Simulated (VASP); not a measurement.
# PtSe2: how cutoff and mesh change the relaxed cell, part 2 of 2

Aim: test the relaxed volume of PtSe2 against cutoff and mesh. The starting structure is a measured crystal structure from the Crystallography Open Database.

VASP 6.6.1.

Results so far: reference 19.74 Å³ an atom; a cutoff of 230 eV 19.35 Å³ an atom; a 5×5×3 mesh 20.03 Å³ an atom.

The database entry behind the starting cell is an old determination (1929), so it need not match the best structure at ambient conditions.

### Step 5. Relaxation with a cutoff of 390 eV (continued)

Level of this step: PBEsol; plane waves and PAW (Pt, Se) (VASP).

From OUTCAR (step 5):

```text
  Total        0.0040776      0.0040776      0.0061133     -0.0000000      0.0000000      0.0000000
  in kB        0.1104133      0.1104133      0.1655374     -0.0000000      0.0000000      0.0000000
  external PRESSURE =       0.1287880 kB  Pullay stress =       0.0000000 kB

 POSITION                                       TOTAL-FORCE (eV/Angst)
 -----------------------------------------------------------------------------------
      0.00000      0.00000      0.00000         0.000000      0.000000      0.000000
      1.88150      1.08629      3.55722        -0.000000      0.000000     -0.001742
     -0.00000      2.17257      1.26772        -0.000000      0.000000      0.001742
 -----------------------------------------------------------------------------------
    total drift:                               -0.000000      0.000000      0.000000

  FREE ENERGIE OF THE ION-ELECTRON SYSTEM (eV)
  ---------------------------------------------------
  free  energy   TOTEN  =       -15.9003177341 eV

  energy  without entropy=      -15.9003377972  energy(sigma->0) =      -15.90032442

[... 2 parts as in an earlier step ...]

[... 2 further parts left out ...]
[key lines of the parts left out:]
E-fermi :   6.6454
```

With a cutoff of 390 eV the cell ends at 19.723 Å³ an atom, -0.11 % from the reference.

### Step 6. Relaxation with a 12×12×8 mesh

Against step 2 the input has a 12×12×8 mesh.

The input, INCAR:

```
SYSTEM = PtSe2
PREC = Accurate
ENCUT = 450
EDIFF = 1E-06
NELM = 100
ISMEAR = 1
SIGMA = 0.1
LREAL = .FALSE.
ALGO = Normal
GGA = PS
NBANDS = 17
LORBIT = 11
LWAVE = .FALSE.
LCHARG = .FALSE.
KPAR = 2
IBRION = 2
NSW = 50
ISIF = 3
EDIFFG = -0.01
```

The input, POSCAR:

```
PtSe2
1.0
    3.7310000000      0.0000000000      0.0000000000
   -1.8655000000      3.2311407815      0.0000000000
    0.0000000000      0.0000000000      5.0720000000
Pt Se
1 2
Direct
    0.0000000000      0.0000000000      0.0000000000
    0.6666666667      0.3333333333      0.7500000000
    0.3333333333      0.6666666667      0.2500000000
```

The input, KPOINTS:

```
Automatic mesh
0
Gamma
12 12 8
0 0 0
```

PAW data sets: Pt and Se (PBE family, release 64).

The run is started by

```sh
> mpirun -np 2 vasp_std
```

Log:

```text
[... set-up lines as in an earlier step ...]
 entering main loop
       N       E                     dE             d eps       ncg     rms          rms(c)
DAV:   1     0.967492735617E+02    0.96749E+02   -0.93350E+03  4614   0.101E+03
DAV:   2    -0.126935199546E+02   -0.10944E+03   -0.10611E+03  5699   0.204E+02
DAV:   3    -0.167347876694E+02   -0.40413E+01   -0.40157E+01  5224   0.404E+01
DAV:   4    -0.167628485338E+02   -0.28061E-01   -0.28054E-01  5864   0.368E+00
[...]
DAV:  10    -0.158776925033E+02   -0.56566E-04   -0.10566E-03  5180   0.215E-01    0.403E-02
DAV:  11    -0.158776883387E+02    0.41646E-05   -0.58059E-05  5623   0.706E-02    0.233E-02
DAV:  12    -0.158776880416E+02    0.29712E-06   -0.58697E-06  4906   0.187E-02
   1 F= -.15877688E+02 E0= -.15877627E+02  d E =-.158777E+02
[... from here on, the cycles between the ionic steps are left out ...]
   2 F= -.15871403E+02 E0= -.15871317E+02  d E =0.628503E-02
   3 F= -.15882168E+02 E0= -.15882094E+02  d E =-.447961E-02
   4 F= -.15883784E+02 E0= -.15883686E+02  d E =-.161596E-02
   5 F= -.15888231E+02 E0= -.15888114E+02  d E =-.606333E-02
   6 F= -.15893978E+02 E0= -.15893926E+02  d E =-.118105E-01
   7 F= -.15879757E+02 E0= -.15879897E+02  d E =0.241036E-02
   8 F= -.15894227E+02 E0= -.15894201E+02  d E =-.120594E-01
   9 F= -.15894274E+02 E0= -.15894261E+02  d E =-.121061E-01
  10 F= -.15891156E+02 E0= -.15891165E+02  d E =0.311800E-02
  11 F= -.15894548E+02 E0= -.15894541E+02  d E =-.274150E-03
  12 F= -.15894483E+02 E0= -.15894493E+02  d E =0.651025E-04
  13 F= -.15894770E+02 E0= -.15894771E+02  d E =-.221832E-03
[...]
reached required accuracy - stopping structural energy minimisation
```

The job ended after 3.7 min (2 MPI ranks of AMD EPYC 9R45, shared host; peak memory 0.47 GiB).

From OUTCAR (step 6):

```text
  Total        0.0058483      0.0058483      0.0203871      0.0000000      0.0000000      0.0000000
  in kB        0.1577770      0.1577770      0.5500079      0.0000000      0.0000000      0.0000000
  external PRESSURE =       0.2885206 kB  Pullay stress =       0.0000000 kB

 POSITION                                       TOTAL-FORCE (eV/Angst)
 -----------------------------------------------------------------------------------
      0.00000      0.00000      0.00000         0.000000     -0.000000      0.000000
      1.88130      1.08617      3.57635         0.000000     -0.000000     -0.000601
     -0.00000      2.17234      1.26748        -0.000000      0.000000      0.000601
 -----------------------------------------------------------------------------------
    total drift:                               -0.000000     -0.000000      0.000000

  FREE ENERGIE OF THE ION-ELECTRON SYSTEM (eV)
  ---------------------------------------------------
  free  energy   TOTEN  =       -15.8947696949 eV

  energy  without entropy=      -15.8947749750  energy(sigma->0) =      -15.89477145

[... 1 part as in an earlier step ...]

[... 3 further parts left out ...]
[key lines of the parts left out:]
E-fermi :   6.6102
```

With a 12×12×8 mesh the cell ends at 19.796 Å³ an atom, +0.26 % from the reference, a by +0.0 % and c by +0.4 %.

### Step 7. Comparison

```
               run  volume (Å³/atom)  change (%)  pressure left (GPa)  core minutes
         reference            19.744           -                 0.01          2.17
a cutoff of 230 eV             19.35        -2.0                -0.06          1.65
      a 5×5×3 mesh            20.028        1.44                -0.01         0.967
a cutoff of 390 eV            19.723       -0.11                 0.01          1.69
    a 12×12×8 mesh            19.796        0.26                 0.03          7.33
```

Core minutes are wall time times ranks, summed over the relaxations behind a row (those for a bulk modulus apart), on shared hosts.

### Step 8. Outcome

* volume of the reference: 19.74 Å³/atom
* volume against the reference, a cutoff of 230 eV: -2.00 %
* volume against the reference, a 5×5×3 mesh: +1.44 %
* volume against the reference, a cutoff of 390 eV: -0.11 %
* volume against the reference, a 12×12×8 mesh: +0.26 %

**Reading.** The volume moves most with a cutoff of 230 eV: -2.00 %, a by -0.3 % and c by -1.4 % against the reference (450 eV, 8×8×6 mesh). On finer settings it changes by +0.26 % with a 12×12×8 mesh. The relaxations stop with up to 0.06 GPa left, which at a bulk modulus of 50 GPa, to name a scale, is 0.13 % of the volume, and more along a soft axis. That understates it: a restart alone still moved the volume by up to 0.9 %. The bonds form layers, and no dispersion term is on, so the spacing between them is unreliable throughout. A cell that shrinks at the lower cutoff is the usual mark of Pulay stress, the error that a plane-wave basis makes when it is kept while the volume changes. Further runs on this material are not shown.

[Lines on the potential files, build, host, timing and source positions are cut from VASP's logs without a mark.]

[Logs are printed without paths, hosts, clocks, repeated set-up lines and the standing remarks that a program may print on its own settings, such as how far it seeks lower states.]

[Hosts, paths, dates, database ids (printed as entryN), source tags and the programs' standing remarks are cut or masked in the printed files.]
